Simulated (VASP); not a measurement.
VASP ran on this input.

INCAR:
```
! general
SYSTEM = Mg2Si
PREC   = Accurate
ENCUT  = 400   ! plane-wave cut-off (eV)
LREAL  = .False.
LASPH  = .True.   ! aspherical one-centre terms

! electronic loop
EDIFF  = 1E-6
NELM   = 100
ALGO   = Normal   ! blocked Davidson

! smearing
ISMEAR = 0
SIGMA  = 0.05   ! width (eV)

! functional
GGA    = PE   ! PBE

! ions
ISIF   = 2   ! forces and stress, cell fixed

! output
LWAVE  = .False.
LCHARG = .False.
```

### POSCAR
```
Mg2Si
1
    0.0000000000     3.1750000000     3.1750000000
    3.1750000000     0.0000000000     3.1750000000
    3.1750000000     3.1750000000     0.0000000000
Mg Si
2 1
Direct
  0.2500000000   0.2500000000   0.2500000000
  0.7500000000   0.7500000000   0.7500000000
  0.0000000000   0.0000000000   0.0000000000
```

**KPOINTS**
```
Automatic mesh
0
Monkhorst-Pack
7 7 7
0 0 0
```

POTCAR, in this order: Mg Si (PBE.64 set). Program: vasp_std.

Problem. Translate this PBE calculation to Ansatz.

Solution. One equivalent input (not run):
Ansatz 0.2 input:
```yaml
crystal:
  lattice:
    - [0.0000000, 3.1750000, 3.1750000]
    - [3.1750000, 0.0000000, 3.1750000]
    - [3.1750000, 3.1750000, 0.0000000]
  atoms:
    - { symbol: Mg, position: [0.2500000, 0.2500000, 0.2500000] }
    - { symbol: Mg, position: [0.7500000, 0.7500000, 0.7500000] }
    - { symbol: Si, position: [0.0000000, 0.0000000, 0.0000000] }
kpoints:
  mp_grid: { grid: [7, 7, 7] }
hamiltonian:
  xc: pbe
  pseudopotentials: { kind: paw }
scf:
  occupations: { method: gaussian, width: 0.05 }
  max_iter: 100
output: { forces: true, stress: true, eigenvalues: true }
```
What does not carry over: each code has its own PAW files, so the cut-off isn't converted (ENCUT is set for VASP's; basis.ecutwfc is left out, and Ansatz then takes the one that its files recommend); Ansatz stops its SCF on the density residual and VASP on the energy change (EDIFF).

The compound is Mg2Si in the antifluorite structure. The cell was not relaxed at this level. The run is one of a series of settings (KPOINTS 7×7×7 Monkhorst-Pack mesh against the base run), some of them coarse on purpose.
